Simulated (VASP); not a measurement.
An input for Ansatz (written as the equivalent of a VASP run, and not itself run):

Ansatz 0.2 input:
```yaml
crystal:
  lattice:
    - [5.3771810, 0.0000000, 0.0000000]
    - [0.0000000, 9.9888050, 0.0000000]
    - [0.0000000, 0.0000000, 10.3644040]
  atoms:
    - { symbol: Hf, position: [0.9166670, 0.0000000, 0.1929680] }
    - { symbol: Hf, position: [0.9166670, 0.5000000, 0.1929680] }
    - { symbol: Hf, position: [0.2500000, 0.7500000, 0.1929680] }
    - { symbol: Hf, position: [0.5833330, 0.2500000, 0.1929680] }
    - { symbol: Hf, position: [0.4166670, 0.0000000, 0.3464850] }
    - { symbol: Hf, position: [0.4166670, 0.5000000, 0.3464850] }
    - { symbol: Hf, position: [0.7500000, 0.7500000, 0.3464850] }
    - { symbol: Hf, position: [0.0833330, 0.2500000, 0.3464850] }
    - { symbol: Hf, position: [0.9166670, 0.0000000, 0.5000000] }
    - { symbol: Hf, position: [0.9166670, 0.5000000, 0.5000000] }
    - { symbol: Hf, position: [0.2500000, 0.7500000, 0.5000000] }
    - { symbol: Hf, position: [0.5833330, 0.2500000, 0.5000000] }
    - { symbol: Hf, position: [0.4166670, 0.0000000, 0.6535150] }
    - { symbol: Hf, position: [0.4166670, 0.5000000, 0.6535150] }
    - { symbol: Hf, position: [0.7500000, 0.7500000, 0.6535150] }
    - { symbol: Hf, position: [0.0833330, 0.2500000, 0.6535150] }
    - { symbol: Hf, position: [0.9166670, 0.0000000, 0.8070320] }
    - { symbol: Hf, position: [0.9166670, 0.5000000, 0.8070320] }
    - { symbol: Hf, position: [0.2500000, 0.7500000, 0.8070320] }
    - { symbol: Hf, position: [0.5833330, 0.2500000, 0.8070320] }
kpoints:
  mp_grid: { grid: [5, 3, 1] }
hamiltonian:
  xc: lda
  pseudopotentials: { kind: paw }
scf:
  occupations: { method: gaussian, width: 0.1 }
  max_iter: 100
output: { forces: true, stress: true, eigenvalues: true }
```

**Question.** Translate this input to VASP (INCAR, KPOINTS, POSCAR, choice of POTCAR).

**Answer.** Several could match; the one computed here: 
### KPOINTS
```
Automatic mesh
0
Gamma
5 3 1
0 0 0
```

### INCAR
```
SYSTEM=Hf
PREC=Accurate; ENCUT=300; LREAL=Auto
LASPH=.TRUE.
EDIFF=1E-6; NELM=100; ALGO=Normal
LMAXMIX=6
ISMEAR=0; SIGMA=0.1
ISIF=2
LWAVE=.FALSE.; LCHARG=.FALSE.
```

### POSCAR
```
Hf
10.3644040
  0.5188123697   0.0000000000   0.0000000000
  0.0000000000   0.9637606755   0.0000000000
  0.0000000000   0.0000000000   1.0000000000
Hf
20
Cartesian
  0.4755781785   0.0000000000   0.1929680000
  0.4755781785   0.4818803377   0.1929680000
  0.1297030924   0.7228205066   0.1929680000
  0.3026403761   0.2409401689   0.1929680000
  0.2161719937   0.0000000000   0.3464850000
  0.2161719937   0.4818803377   0.3464850000
  0.3891092773   0.7228205066   0.3464850000
  0.0432341912   0.2409401689   0.3464850000
  0.4755781785   0.0000000000   0.5000000000
  0.4755781785   0.4818803377   0.5000000000
  0.1297030924   0.7228205066   0.5000000000
  0.3026403761   0.2409401689   0.5000000000
  0.2161719937   0.0000000000   0.6535150000
  0.2161719937   0.4818803377   0.6535150000
  0.3891092773   0.7228205066   0.6535150000
  0.0432341912   0.2409401689   0.6535150000
  0.4755781785   0.0000000000   0.8070320000
  0.4755781785   0.4818803377   0.8070320000
  0.1297030924   0.7228205066   0.8070320000
  0.3026403761   0.2409401689   0.8070320000
```

POTCAR, in this order: Hf_pv (LDA.64 set). Program: vasp_std.

The two are equivalent in intent, not identical: each code has its own PAW files, so the cut-off isn't converted (ENCUT is set for VASP's; basis.ecutwfc is left out, and Ansatz then takes the one that its files recommend); Ansatz stops its SCF on the density residual and VASP on the energy change (EDIFF); Ansatz's lda is the Perdew-Wang form, while the LDA potentials of VASP carry Perdew-Zunger's.

The cell is a sheet with vacuum, built from a generated structure.
